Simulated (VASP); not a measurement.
# ScInTeSe (P4/mbm) in VASP: single point with r2SCAN

Aim: the single point of ScInTeSe with r2SCAN.

All numbers are computed with VASP 6.6.1; they aren't measurements. Logs are shortened: lines on timing, memory, paths and dates and some standing lists are left out, and cuts for length are marked.

## 1. The crystal as given

The structure is tetragonal, space group P4/mbm (No. 127). The conventional cell has a = 8.374 Å, b = 8.374 Å, c = 7.136 Å, α = 90.00°, β = 90.00°, γ = 90.00°. Sc (site symmetry 2mm) has 2 Se at 2.58 Å and 2 Te at 2.85 Å as nearest neighbours. In (site symmetry 4) has 2 In at 3.40 to 3.74 Å and 4 Se at 3.57 Å and 4 Te at 3.59 Å as nearest neighbours. Te (site symmetry m2m) has 2 Sc at 2.85 Å as nearest neighbours. Around Se (site symmetry m2m) lie 2 Sc at 2.58 Å.

The cell was built by a generator and needn't be a form met in nature.

## 2. Single point, r2SCAN

File INCAR:

```
ALGO     = Normal         # electronic algorithm
EDIFF    = 1E-6           # SCF threshold, eV
ENCUT    = 520            # plane-wave cutoff, eV
ISIF     = 2              # what is computed and relaxed
ISMEAR   = 0              # smearing method
KPAR     = 8            
LASPH    = T              # aspherical terms in the spheres
LCHARG   = F              # write CHGCAR
LMIXTAU  = T            
LREAL    = F              # projectors in reciprocal space
LWAVE    = F              # write WAVECAR
METAGGA  = R2SCAN         # meta-GGA
NBANDS   = 86             # bands
NELM     = 150            # most SCF steps
PREC     = Accurate       # precision mode
SIGMA    = 0.03           # smearing width, eV
```

File KPOINTS:

```
k-points
0
Gamma
  4 4 4
```

File POSCAR:

```
ScInTeSe
1.0
    8.3744100000      0.0000000000      0.0000000000
    0.0000000000      8.3744100000      0.0000000000
    0.0000000000      0.0000000000      7.1362000000
Sc In Te Se
4 4 4 4
Direct
    0.5000000000      0.0000000000      0.7431910000
    0.5000000000      0.0000000000      0.2568090000
    0.0000000000      0.5000000000      0.7431910000
    0.0000000000      0.5000000000      0.2568090000
    0.0000000000      0.0000000000      0.7380580000
    0.0000000000      0.0000000000      0.2619420000
    0.5000000000      0.5000000000      0.2619420000
    0.5000000000      0.5000000000      0.7380580000
    0.6838990000      0.8161010000      0.0000000000
    0.3161010000      0.1838990000      0.0000000000
    0.1838990000      0.6838990000      0.0000000000
    0.8161010000      0.3161010000      0.0000000000
    0.6606380000      0.1606380000      0.5000000000
    0.3393620000      0.8393620000      0.5000000000
    0.8393620000      0.6606380000      0.5000000000
    0.1606380000      0.3393620000      0.5000000000
```

Potentials or basis: VASP PAW PBE potentials, release 64 (Sc_sv, In_d, Te, Se).

Started as:

```bash
$ cat potpaw_PBE.64/Sc_sv/POTCAR potpaw_PBE.64/In_d/POTCAR potpaw_PBE.64/Te/POTCAR potpaw_PBE.64/Se/POTCAR > POTCAR
$ mpirun -np 8 vasp_std > vasp.out
```

OUTCAR:

```text
EDIFF = 1E-6
   ENCUT = 520
   ISIF = 2
   ISMEAR = 0
   LASPH = T
   LREAL = F
   METAGGA = R2SCAN
   NELM = 150
   PREC = Accurate

 ion  position               nearest neighbor table
   1  0.500  0.000  0.743-  13 2.58  14 2.58   9 2.85  10 2.85
   2  0.500  0.000  0.257-  13 2.58  14 2.58   9 2.85  10 2.85
   3  0.000  0.500  0.743-  15 2.58  16 2.58  11 2.85  12 2.85
   4  0.000  0.500  0.257-  15 2.58  16 2.58  11 2.85  12 2.85
   5  0.000  0.000  0.738-   6 3.40   9 3.59  10 3.59  11 3.59  12 3.59   6 3.74
   6  0.000  0.000  0.262-   5 3.40   9 3.59  10 3.59  11 3.59  12 3.59   5 3.74
   7  0.500  0.500  0.262-   8 3.40   9 3.59  10 3.59  11 3.59  12 3.59   8 3.74
   8  0.500  0.500  0.738-   7 3.40   9 3.59  10 3.59  11 3.59  12 3.59   7 3.74
   9  0.684  0.816  0.000-   1 2.85   2 2.85   5 3.59   6 3.59   7 3.59   8 3.59
  10  0.316  0.184  0.000-   1 2.85   2 2.85   5 3.59   6 3.59   7 3.59   8 3.59
  11  0.184  0.684  0.000-   3 2.85   4 2.85   5 3.59   6 3.59   7 3.59   8 3.59
  12  0.816  0.316  0.000-   3 2.85   4 2.85   5 3.59   6 3.59   7 3.59   8 3.59
  13  0.661  0.161  0.500-   1 2.58   2 2.58
  14  0.339  0.839  0.500-   1 2.58   2 2.58
  15  0.839  0.661  0.500-   3 2.58   4 2.58
  16  0.161  0.339  0.500-   3 2.58   4 2.58

  LATTYP: Found a simple tetragonal cell.
 ALAT       =     8.3744100000
 C/A-ratio  =     0.8521436137

  Lattice vectors:

 A1 = (   8.3744100000,   0.0000000000,   0.0000000000)
 A2 = (   0.0000000000,   8.3744100000,   0.0000000000)
 A3 = (   0.0000000000,   0.0000000000,   7.1362000000)

Analysis of symmetry for initial positions (statically):
=====================================================================
 Subroutine PRICEL returns:
 Original cell was already a primitive cell.

 Routine SETGRP: Setting up the symmetry group for a
 simple tetragonal supercell.

 Subroutine GETGRP returns: Found 16 space group operations
 (whereof  8 operations were pure point group operations)
 out of a pool of 16 trial point group operations.

The static configuration has the point symmetry C_4h.
 The point group associated with its full space group is D_4h.

Analysis of symmetry for dynamics (positions and initial velocities):
=====================================================================
 Subroutine PRICEL returns:
 Original cell was already a primitive cell.

 Routine SETGRP: Setting up the symmetry group for a
 simple tetragonal supercell.

 Subroutine GETGRP returns: Found 16 space group operations
 (whereof  8 operations were pure point group operations)
 out of a pool of 16 trial point group operations.

The dynamic configuration has the point symmetry C_4h.
 The point group associated with its full space group is D_4h.

 Subroutine INISYM returns: Found 16 space group operations
 (whereof  8 operations are pure point group operations),
 and found     1 'primitive' translations

----------------------------------------------------------------------------------------

                                     Primitive cell

  volume of cell :     500.4670

  direct lattice vectors                    reciprocal lattice vectors
     8.374410000  0.000000000  0.000000000     0.119411397  0.000000000  0.000000000
     0.000000000  8.374410000  0.000000000     0.000000000  0.119411397  0.000000000
     0.000000000  0.000000000  7.136200000     0.000000000  0.000000000  0.140130602

  length of vectors
     8.374410000  8.374410000  7.136200000     0.119411397  0.119411397  0.140130602

  position of ions in fractional coordinates (direct lattice)
     0.500000000  0.000000000  0.743191000
     0.500000000  0.000000000  0.256809000
     0.000000000  0.500000000  0.743191000
     0.000000000  0.500000000  0.256809000
     0.000000000  0.000000000  0.738058000
     0.000000000  0.000000000  0.261942000
[... 8 lines left out ...]
     0.839362000  0.660638000  0.500000000
     0.160638000  0.339362000  0.500000000

  ion indices of the primitive-cell ions
   primitive index   ion index
                 1           1
                 2           2
                 3           3
                 4           4
                 5           5
                 6           6
[... 8 lines left out ...]
                15          15
                16          16

----------------------------------------------------------------------------------------

 KPOINTS: k-points

Automatic generation of k-mesh.
 Grid dimensions read from file:
 generate k-points for:    4    4    4

 Generating k-lattice:

  Cartesian coordinates                     Fractional coordinates (reciprocal lattice)
     0.029852849  0.000000000  0.000000000     0.250000000  0.000000000  0.000000000
     0.000000000  0.029852849  0.000000000     0.000000000  0.250000000  0.000000000
     0.000000000  0.000000000  0.035032650     0.000000000  0.000000000  0.250000000

  Length of vectors
     0.029852849  0.029852849  0.035032650

  Shift w.r.t. Gamma in fractional coordinates (k-lattice)
     0.000000000  0.000000000  0.000000000

 Subroutine IBZKPT returns following result:
 ===========================================

 Found     18 irreducible k-points:

 Following reciprocal coordinates:
            Coordinates               Weight
  0.000000  0.000000  0.000000      1.000000
  0.250000  0.000000  0.000000      4.000000
  0.500000  0.000000  0.000000      2.000000
  0.250000  0.250000  0.000000      4.000000
  0.500000  0.250000  0.000000      4.000000
  0.500000  0.500000  0.000000      1.000000
[... 10 lines left out ...]
  0.500000  0.250000  0.500000      4.000000
  0.500000  0.500000  0.500000      1.000000
   k-points           NKPTS =     18   k-points in BZ     NKDIM =     18   number of bands    NBANDS=     86
   number of dos      NEDOS =    301   number of ions     NIONS =     16
   total plane-waves  NPLWV = 221184
   dimension x,y,z NGX =    64 NGY =   64 NGZ =   54
   dimension x,y,z NGXF=   128 NGYF=  128 NGZF=  108
   ions per type =               4   4   4   4
   NGX,Y,Z   is equivalent  to a cutoff of  12.71, 12.71, 12.58 a.u.
   NGXF,Y,Z  is equivalent  to a cutoff of  25.41, 25.41, 25.16 a.u.
 SYSTEM =  unknown system
   PREC   = accura    normal or accurate (medium, high low for compatibility)
   ISTART =      0    job   : 0-new  1-cont  2-samecut
   ICHARG =      2    charge: 1-file 2-atom 10-const
   ISPIN  =      1    spin polarized calculation?
   LNONCOLLINEAR =      F non collinear calculations
   LSORBIT =      F    spin-orbit coupling
   LASPH  =      T    aspherical Exc in radial PAW
   ENCUT  =  520.0 eV  38.22 Ry    6.18 a.u.  15.57 15.57 13.27*2*pi/ulx,y,z
   NELM   =    150;   NELMIN=  2; NELMDL= -5     # of ELM steps
   EDIFF  = 0.1E-05   stopping-criterion for ELM
   LREAL  =      F    real-space projection
   EDIFFG = 0.1E-04   stopping-criterion for IOM
   NSW    =      0    number of steps for IOM
   IBRION =     -1    ionic relax: 0-MD 1-quasi-New 2-CG
   NFREE  =      0    steps in history (QN), initial steepest desc. (CG)
   ISIF   =      2    stress and relaxation
   ISYM   =      2    0-nonsym 1-usesym 2-fastsym
   POTIM  = 0.5000    time-step for ionic-motion
   TEBEG  =    0.0;   TEEND  =   0.0 temperature during run
   PSTRESS=    0.0 pullay stress
   NELECT =     144.0000    total number of electrons
   NUPDOWN=      -1.0000    fix difference up-down
   EMIN   =  10.00;   EMAX   =-10.00  energy-range for DOS
   EFERMI =   0.00;   METHOD = LEGACY
   ISMEAR =     0;   SIGMA  =   0.03  broadening in eV -4-tet -1-fermi 0-gaus
   EFERMI_NEDOS =   21; number of points for ismear=-14 and -15
   IALGO  =     38    algorithm
   IMIX   =      4    mixing-type and parameters
     AMIX     =   0.40;   BMIX     =  1.00
     AMIX_MAG =   1.60;   BMIX_MAG =  1.00
  volume/ion in A,a.u.               =      31.28       211.08
  Fermi-wavevector in a.u.,A,eV,Ry     =   1.080780  2.042377 15.892758  1.168085
  Thomas-Fermi vector in A             =   2.216779
   LORBIT       =      0    0 simple, 1 ext, 2 COOP (PROOUT), +10 PAW based schemes
   METAGGA = R2SCAN    functional components
   LHFCALC =     F    Hartree Fock is set to
   AEXX    =    0.0000 exact exchange contribution
   IVDW    =     0    specifies the selected vdW correction
   LEPSILON=     F    determine dielectric tensor
   LRPA    =     F    only Hartree local field effects (RPA)
 non-spin polarized calculation
 Gauss-broadening in eV      SIGMA  =   0.03
  energy-cutoff  :      520.00
  volume of cell :      500.47
 maximum number of plane-waves:     13507
 NGX is ok and might be reduce to    64
   NGX = 31   NGY = 31   NGZ = 27

 number of electron     144.0000000 magnetization

 Free energy of the ion-electron system (eV)
  ---------------------------------------------------
  ext. energy  EPLUGINS =         0.00000000
  ---------------------------------------------------
  free energy    TOTEN  =      -310.64267412 eV

  energy without entropy =     -310.64267412  energy(sigma->0) =     -310.64267412

 E-fermi :   3.8032     XC(G=0):  -9.3267

 val. band max:        3.6743180679   @ k =   0.0000   0.0000   0.5000
 cond. band min:       4.5279571124   @ k =   0.0000   0.0000   0.0000
 fundamental gap:      0.8536390445
 Fermi energy:         3.8032327636

 k-point     1 :       0.0000    0.0000    0.0000
  band No.  band energies     occupation
      1     -48.4298      2.00000
      2     -48.4298      2.00000
      3     -48.4221      2.00000
      4     -48.4221      2.00000
      5     -26.1219      2.00000
      6     -26.1219      2.00000
[... 76 lines left out ...]
     83       5.7970      0.00000
     84       5.8232      0.00000

 k-point     2 :       0.2500    0.0000    0.0000
  band No.  band energies     occupation
      1     -48.4298      2.00000
      2     -48.4298      2.00000
      3     -48.4221      2.00000
      4     -48.4221      2.00000
      5     -26.1219      2.00000
      6     -26.1219      2.00000
[... 1381 lines left out ...]
     83       5.8343      0.00000
     84       5.8343      0.00000

 k-point    18 :       0.5000    0.5000    0.5000
  band No.  band energies     occupation
      1     -48.4274      2.00000
      2     -48.4274      2.00000
      3     -48.4245      2.00000
      4     -48.4245      2.00000
      5     -26.1163      2.00000
      6     -26.1163      2.00000
[... 76 lines left out ...]
     83       5.8969      0.00000
     84       5.8969      0.00000
 [bands above 84 left out]

------------------------ aborting loop because EDIFF is reached ----------------------------------------

  FORCE on cell =-STRESS in cart. coord.  units (eV):
  Direction    XX          YY          ZZ          XY          YZ          ZX
  --------------------------------------------------------------------------------------
  -------------------------------------------------------------------------------------
  Total       -1.0700167     -1.0700167     -1.6028466      0.0000000     -0.0000000      0.0000000
  in kB       -3.4255134     -3.4255134     -5.1312964      0.0000000     -0.0000000      0.0000000
  external PRESSURE =      -3.9941077 kB  Pullay stress =       0.0000000 kB

 VOLUME and BASIS-vectors are now :
 -----------------------------------------------------------------------------
  energy-cutoff  :      520.00
  volume of cell :      500.47
      direct lattice vectors                 reciprocal lattice vectors
     8.374410000  0.000000000  0.000000000     0.119411397  0.000000000  0.000000000
     0.000000000  8.374410000  0.000000000     0.000000000  0.119411397  0.000000000
     0.000000000  0.000000000  7.136200000     0.000000000  0.000000000  0.140130602

 POSITION                                       TOTAL-FORCE (eV/Angst)
 -----------------------------------------------------------------------------------
      4.18720      0.00000      5.30356         0.000000     -0.000000     -0.046320
      4.18720      0.00000      1.83264         0.000000     -0.000000      0.046320
      0.00000      4.18720      5.30356         0.000000      0.000000     -0.046320
      0.00000      4.18720      1.83264         0.000000     -0.000000      0.046320
      0.00000      0.00000      5.26693         0.000000     -0.000000     -0.032632
      0.00000      0.00000      1.86927        -0.000000     -0.000000      0.032632
[... 8 lines left out ...]
      7.02916      5.53245      3.56810         0.070022     -0.070022     -0.000000
      1.34525      2.84196      3.56810        -0.070022      0.070022     -0.000000
 -----------------------------------------------------------------------------------
    total drift:                                0.000000      0.000000      0.000000

  FREE ENERGIE OF THE ION-ELECTRON SYSTEM (eV)
  ---------------------------------------------------
  free  energy   TOTEN  =      -310.6426741249 eV

  energy  without entropy=     -310.6426741249  energy(sigma->0) =     -310.64267412
```

Wall time 12 min (8 MPI ranks of AMD EPYC 9R45 (Zen 5), shared host); peak memory 0.99 GiB.

What came out:

| Property | Result |
| --- | --- |
| Free energy | -310.6427 eV |
| Pressure | -0.4 GPa |
| Largest force | 0.099 eV/Å |
| Band gap on the k mesh | 0.85 eV, indirect (least direct gap 1.19 eV) |

Forces in eV/Å, atoms in the order of the input:
```
Sc   0.000  0.000 -0.046
Sc   0.000  0.000  0.046
Sc   0.000  0.000 -0.046
Sc   0.000  0.000  0.046
In   0.000  0.000 -0.033
In   0.000  0.000  0.033
In   0.000  0.000  0.033
In   0.000  0.000 -0.033
Te  -0.065  0.065  0.000
Te   0.065 -0.065  0.000
Te  -0.065 -0.065  0.000
Te   0.065  0.065  0.000
Se  -0.070 -0.070  0.000
Se   0.070  0.070  0.000
Se   0.070 -0.070  0.000
Se  -0.070  0.070  0.000
```

Levels at points of the mesh, in eV from the valence-band top:
```tsv
k point	band 70	band 71	band 72	band 73	band 74	band 75
(0.00, 0.00, 0.00)	-0.84	-0.63	-0.34	0.85	1.03	1.56
(0.50, 0.00, 0.00)	-1.29	-1.19	-1.19	1.33	1.33	1.52
(0.50, 0.50, 0.00)	-1.12	-0.62	-0.62	0.96	0.96	1.06
(0.00, 0.00, 0.50)	-0.84	-0.71	0.00	1.26	1.30	1.52
(0.50, 0.00, 0.50)	-1.10	-0.68	-0.68	1.53	1.53	1.55
(0.50, 0.50, 0.50)	-1.10	-0.39	-0.39	1.38	1.38	1.46
```

Caveat: the PAW data sets were made with another functional, which shifts forces and pressure a little; spin-orbit coupling is left out, which moves the levels of the heavy elements. A k mesh can miss the band edges.
